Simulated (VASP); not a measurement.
Calculation: r2SCAN meta-GGA, VASP's PBE PAW potentials (set 64) (plane waves; VASP).

Input for VASP

### POSCAR
```
Hf
1
    2.8975651025     0.0000000000     0.0000000000
   -0.0000000000     2.8975651025    -0.0000000000
    0.0000000000     0.0000000000     2.8975651025
Hf
1
Direct
  0.0000000000   0.0000000000   0.0000000000
```

**KPOINTS**
```
K-points
0
G
  11 11 11
0 0 0
```

**INCAR**
```
SYSTEM = Hf
PREC = Accurate; ENCUT = 400; LREAL = .FALSE.
LASPH = .TRUE.
EDIFF = 1E-6; NELM = 100; ALGO = Normal
LMAXMIX = 6; LMIXTAU = .TRUE.
ISMEAR = 1; SIGMA = 0.1
METAGGA = R2SCAN
IBRION = 2; NSW = 60; ISIF = 3
EDIFFG = -0.01
LWAVE = .FALSE.; LCHARG = .FALSE.
```

POTCAR, in this order: Hf_pv (PBE.64 set). Program: vasp_std.

Output of the run:

**OSZICAR**
```
       N       E                     dE             d eps       ncg     rms          rms(c)
DAV:   1    -0.319156894538E+02   -0.31916E+02   -0.54154E+03  1040   0.852E+02
DAV:   2    -0.465562176528E+02   -0.14641E+02   -0.14118E+02  1530   0.117E+02
DAV:   3    -0.468284297383E+02   -0.27221E+00   -0.26687E+00  1113   0.122E+01
DAV:   4    -0.468305387924E+02   -0.21091E-02   -0.21086E-02  1335   0.117E+00
DAV:   5    -0.468305523100E+02   -0.13518E-04   -0.13517E-04  1232   0.658E-02    0.358E+01
DAV:   6    -0.436444018450E+02    0.31862E+01   -0.70311E-01  1055   0.782E+00    0.195E+01
DAV:   7    -0.441464571289E+02   -0.50206E+00   -0.19788E-01  1040   0.556E+00    0.382E+00
DAV:   8    -0.436339682935E+02    0.51249E+00   -0.36106E-01  1044   0.520E+00    0.631E-01
DAV:   9    -0.438005726697E+02   -0.16660E+00   -0.12643E-01  1026   0.272E+00    0.499E-01
DAV:  10    -0.438632580598E+02   -0.62685E-01   -0.17265E-02  1052   0.804E-01    0.483E-01
DAV:  11    -0.439064754234E+02   -0.43217E-01   -0.25872E-02  1047   0.831E-01    0.534E-01
DAV:  12    -0.439149804554E+02   -0.85050E-02   -0.40866E-03  1036   0.696E-01    0.469E-01
DAV:  13    -0.438879638621E+02    0.27017E-01   -0.10184E-01  1065   0.238E+00    0.350E+00
DAV:  14    -0.439272094451E+02   -0.39246E-01   -0.15254E-01  1095   0.282E+00    0.664E-01
DAV:  15    -0.439273806031E+02   -0.17116E-03   -0.24970E-03  1094   0.486E-01    0.112E+00
DAV:  16    -0.439267155143E+02    0.66509E-03   -0.82738E-03  1112   0.652E-01    0.210E-01
DAV:  17    -0.439267394579E+02   -0.23944E-04   -0.98284E-04  1156   0.287E-01    0.302E-01
DAV:  18    -0.439267465226E+02   -0.70647E-05   -0.19884E-05  1102   0.513E-02    0.273E-01
DAV:  19    -0.439267567270E+02   -0.10204E-04   -0.12583E-05  1080   0.263E-02    0.317E-01
DAV:  20    -0.439266797486E+02    0.76978E-04   -0.95049E-04  1157   0.249E-01    0.507E-02
DAV:  21    -0.439266761357E+02    0.36129E-05   -0.21145E-05  1081   0.453E-02    0.361E-02
DAV:  22    -0.439266844158E+02   -0.82801E-05   -0.88073E-06  1008   0.266E-02    0.253E-02
DAV:  23    -0.439266868606E+02   -0.24448E-05   -0.15418E-05  1151   0.313E-02    0.266E-02
DAV:  24    -0.439266848298E+02    0.20308E-05   -0.62637E-06  1131   0.208E-02    0.105E-02
DAV:  25    -0.439266848346E+02   -0.47564E-08   -0.13793E-07   504   0.363E-03
   1 F= -.43926685E+02 E0= -.43926087E+02  d E =-.439267E+02
```

File OUTCAR:
```
------------------------ aborting loop because EDIFF is reached ----------------------------------------
  FORCE on cell =-STRESS in cart. coord.  units (eV):
  Direction    XX          YY          ZZ          XY          YZ          ZX
  --------------------------------------------------------------------------------------
  Total        0.0083410      0.0083410      0.0083410     -0.0000000     -0.0000000      0.0000000
  in kB        0.5493241      0.5493241      0.5493241     -0.0000000     -0.0000000      0.0000000
  external PRESSURE =       0.5493241 kB  Pullay stress =       0.0000000 kB
  volume of cell :       24.33
      direct lattice vectors                 reciprocal lattice vectors
     2.897565103  0.000000000  0.000000000     0.345117354  0.000000000  0.000000000
     0.000000000  2.897565103  0.000000000     0.000000000  0.345117354  0.000000000
     0.000000000  0.000000000  2.897565103     0.000000000  0.000000000  0.345117354
 POSITION                                       TOTAL-FORCE (eV/Angst)
 -----------------------------------------------------------------------------------
      0.00000      0.00000      0.00000         0.000000      0.000000      0.000000
 -----------------------------------------------------------------------------------
    total drift:                               -0.000000     -0.000000     -0.000000
  FREE ENERGIE OF THE ION-ELECTRON SYSTEM (eV)
  ---------------------------------------------------
  free  energy   TOTEN  =       -43.9266848346 eV

  energy  without entropy=      -43.9248913112  energy(sigma->0) =      -43.92608699

 reached required accuracy - stopping structural energy minimisation
```
(Selected blocks of OUTCAR.)

**OUTCAR**
```
 val. band max:        3.8337867930   @ k =   0.4545   0.3636   0.2727

 cond. band min:       3.8454148041   @ k =   0.3636   0.0000   0.0000


 Fermi energy:         3.8431237239

 k-point     1 :       0.0000    0.0000    0.0000
  band No.  band energies     occupation
      1     -27.2077      2.00000
      2     -27.2077      2.00000
      3     -27.2077      2.00000
      4      -3.0696      2.00000
      5       2.2629      2.00000
      6       2.2629      2.00000
      7      10.8353      0.00000
      8      10.8353      0.00000
      9      10.8353      0.00000

 k-point     2 :       0.0909    0.0000    0.0000
  band No.  band energies     occupation
      1     -27.2944      2.00000
      2     -27.2007      2.00000
      3     -27.2007      2.00000
      4      -2.8403      2.00000
      5       2.3303      2.00000
      6       2.4733      2.00000
      7      10.3883      0.00000
      8      10.3883      0.00000
      9      10.8639      0.00000

 k-point     3 :       0.1818    0.0000    0.0000
  band No.  band energies     occupation
      1     -27.5215      2.00000
      2     -27.1818      2.00000
      3     -27.1818      2.00000
      4      -2.2090      2.00000
      5       2.5179      2.00000
      6       3.0318      2.00000
      7       9.4254      0.00000
      8       9.4254      0.00000
      9      10.9412      0.00000

 k-point     4 :       0.2727    0.0000    0.0000
  band No.  band energies     occupation
      1     -27.8079      2.00000
      2     -27.1569      2.00000
      3     -27.1568      2.00000
      4      -1.3128      2.00000
      5       2.7806      2.00000
      6       3.6513      2.02063
      7       8.4473      0.00000
      8       8.4473      0.00000
      9      11.0447      0.00000

 k-point     5 :       0.3636    0.0000    0.0000
  band No.  band energies     occupation
      1     -28.0609      2.00000
      2     -27.1339      2.00000
      3     -27.1338      2.00000
...
```

Unless said otherwise, spin-orbit coupling is left out, though it shifts the bands of the heavy elements here.

The structure was generated: Hf was put into the simple-cubic type (Pm-3m), which need not be its known phase. It was relaxed first. The start is the result of an earlier pass.
